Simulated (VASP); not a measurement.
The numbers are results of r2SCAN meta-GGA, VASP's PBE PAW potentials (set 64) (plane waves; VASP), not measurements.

Input for VASP

### POSCAR
```
Mg
1
    1.5926706094    -2.7585868586     0.0000000000
    1.5926706094     2.7585868586     0.0000000000
    0.0000000000     0.0000000000     5.0988457308
Mg
2
Direct
  0.3333330000   0.6666670000   0.2500000000
  0.6666670000   0.3333330000   0.7500000000
```

KPOINTS_OPT:
```
k-points along high-symmetry lines
6
Line-mode
Reciprocal
  0.000000   0.000000   0.000000 ! GAMMA
 -0.000000   0.500000   0.000000 ! M

 -0.000000   0.500000   0.000000 ! M
 -0.333333   0.666667   0.000000 ! K

 -0.333333   0.666667   0.000000 ! K
  0.000000   0.000000   0.000000 ! GAMMA

  0.000000   0.000000   0.000000 ! GAMMA
  0.000000   0.000000   0.500000 ! A

  0.000000   0.000000   0.500000 ! A
 -0.000000   0.500000   0.500000 ! L

 -0.000000   0.500000   0.500000 ! L
 -0.333333   0.666667   0.500000 ! H

 -0.333333   0.666667   0.500000 ! H
  0.000000   0.000000   0.500000 ! A

 -0.000000   0.500000   0.500000 ! L
 -0.000000   0.500000   0.000000 ! M

 -0.333333   0.666667   0.500000 ! H
 -0.333333   0.666667   0.000000 ! K
```

KPOINTS:
```
kpoints
0
gamma
 15 15 8
```

### INCAR
```
! general
SYSTEM =Mg
PREC   =Accurate
ENCUT  =520
LREAL  =.FALSE.
LASPH  =.TRUE.

! electronic loop
EDIFF  =1E-7
NELM   =100
ALGO   =Normal
LMIXTAU=.TRUE.

! smearing
ISMEAR =-5

! functional
METAGGA=R2SCAN

! ions
ISIF   =2

! output
LWAVE  =.FALSE.
LCHARG =.FALSE.
LORBIT =11
NEDOS  =601
```

POTCAR, in this order: Mg (PBE.64 set). Program: vasp_std.

Output of the run:

### OSZICAR
```
       N       E                     dE             d eps       ncg     rms          rms(c)
DAV:   1    -0.533978963781E+01   -0.53398E+01   -0.14004E+03  1620   0.501E+02
DAV:   2    -0.831117372908E+01   -0.29714E+01   -0.28823E+01  2172   0.296E+01
DAV:   3    -0.833249237391E+01   -0.21319E-01   -0.21480E-01  2256   0.348E+00
DAV:   4    -0.833257312682E+01   -0.80753E-04   -0.82414E-04  2304   0.181E-01
DAV:   5    -0.833257359235E+01   -0.46553E-06   -0.46072E-06  2172   0.107E-02    0.979E-01
DAV:   6    -0.827621121001E+01    0.56362E-01   -0.93090E-02  1962   0.191E+00    0.705E-01
DAV:   7    -0.829506425266E+01   -0.18853E-01   -0.43103E-02  1794   0.221E+00    0.117E-01
DAV:   8    -0.829665011592E+01   -0.15859E-02   -0.94642E-03  1740   0.885E-01    0.349E-02
DAV:   9    -0.829629326521E+01    0.35685E-03   -0.99694E-04  1884   0.290E-01    0.247E-02
DAV:  10    -0.829656369333E+01   -0.27043E-03   -0.21959E-04  1824   0.128E-01    0.666E-03
DAV:  11    -0.829653998276E+01    0.23711E-04   -0.26189E-05  2160   0.387E-02    0.485E-03
DAV:  12    -0.829652620778E+01    0.13775E-04   -0.35192E-06  1842   0.145E-02    0.285E-03
DAV:  13    -0.829653460179E+01   -0.83940E-05   -0.18592E-06  1764   0.150E-02    0.571E-04
DAV:  14    -0.829652844286E+01    0.61589E-05   -0.33457E-07  1890   0.499E-03    0.272E-04
DAV:  15    -0.829653054265E+01   -0.20998E-05   -0.48894E-08  1122   0.169E-03    0.282E-04
DAV:  16    -0.829653128003E+01   -0.73738E-06   -0.58093E-08  1020   0.132E-03    0.415E-05
DAV:  17    -0.829653122818E+01    0.51846E-07   -0.31788E-09  1014   0.539E-04
   1 F= -.82965312E+01 E0= -.82965312E+01  d E =0.000000E+00
       N       E                     dE             ncg
```

**OUTCAR**
```
------------------------ aborting loop because EDIFF is reached ----------------------------------------
  FORCE on cell =-STRESS in cart. coord.  units (eV):
  Direction    XX          YY          ZZ          XY          YZ          ZX
  --------------------------------------------------------------------------------------
  Total       -0.0624360     -0.0624360      0.0367918      0.0000000      0.0000000      0.0000000
  in kB       -2.2327026     -2.2327033      1.3156700      0.0000000      0.0000000      0.0000000
  external PRESSURE =      -1.0499120 kB  Pullay stress =       0.0000000 kB
  volume of cell :       44.80
      direct lattice vectors                 reciprocal lattice vectors
     1.592670609 -2.758586859  0.000000000     0.313938109 -0.181252223  0.000000000
     1.592670609  2.758586859  0.000000000     0.313938109  0.181252223  0.000000000
     0.000000000  0.000000000  5.098845731     0.000000000  0.000000000  0.196122819
 POSITION                                       TOTAL-FORCE (eV/Angst)
 -----------------------------------------------------------------------------------
      1.59267      0.91953      1.27471         0.000000     -0.000000      0.000000
      1.59267     -0.91953      3.82413        -0.000000      0.000000      0.000000
 -----------------------------------------------------------------------------------
    total drift:                               -0.000000     -0.000006      0.000001
  FREE ENERGIE OF THE ION-ELECTRON SYSTEM (eV)
  ---------------------------------------------------
  free  energy   TOTEN  =        -8.2965312282 eV

  energy  without entropy=       -8.2965312282  energy(sigma->0) =       -8.29653123

 total charge

# of ion       s       p       d       tot
------------------------------------------
    1        0.191   0.136   0.011   0.338
    2        0.191   0.136   0.011   0.338
--------------------------------------------------
tot          0.381   0.272   0.023   0.676
```
(Selected blocks of OUTCAR.)

### OUTCAR
```
 val. band max:        3.0750059849   @ k =   0.3333   0.0000   0.0000

 cond. band min:       2.7210775798   @ k =   0.3333   0.3333   0.3750


 Fermi energy:         2.8105300296

 k-point     1 :       0.0000    0.0000    0.0000
  band No.  band energies     occupation
      1      -4.7208      2.00000
      2       0.9131      2.00000
      3       1.7175      2.30067
      4      14.4619      0.00000
      5      14.4619      0.00000
      6      14.6337      0.00000

 k-point     2 :       0.0667    0.0000    0.0000
  band No.  band energies     occupation
      1      -4.6270      2.00000
      2       0.9994      2.00000
      3       1.8064      2.26555
      4      12.5934      0.00000
      5      13.4549      0.00000
      6      14.3168      0.00000

 k-point     3 :       0.1333   -0.0000    0.0000
  band No.  band energies     occupation
      1      -4.3461      2.00000
      2       1.2584      2.00000
      3       2.0702      2.03722
      4      10.4038      0.00000
      5      12.5164      0.00000
      6      13.2857      0.00000

 k-point     4 :       0.2000   -0.0000    0.0000
  band No.  band energies     occupation
      1      -3.8799      2.00000
      2       1.6904      2.00000
      3       2.4978      1.10977
      4       8.3156      0.00000
      5      11.7325      0.00000
      6      12.1866      0.00000

 k-point     5 :       0.2667   -0.0000    0.0000
  band No.  band energies     occupation
      1      -3.2308      2.00000
      2       2.2958      2.00600
      3       3.0508      0.03095
      4       6.4076      0.00000
      5      11.0437      0.00000
      6      11.1057      0.00000

 k-point     6 :       0.3333    0.0000    0.0000
  band No.  band energies     occupation
      1      -2.4029      2.00000
      2       3.0750      1.02947
      3       3.4428      0.00000
      4       4.9717      0.00000
      5       9.6057      0.00000
      6       9.8274      0.00000
...
```

For a metal the tetrahedron method with Blöchl corrections gives inexact stress and forces.

The compound is Mg in the hcp structure. It was relaxed first.
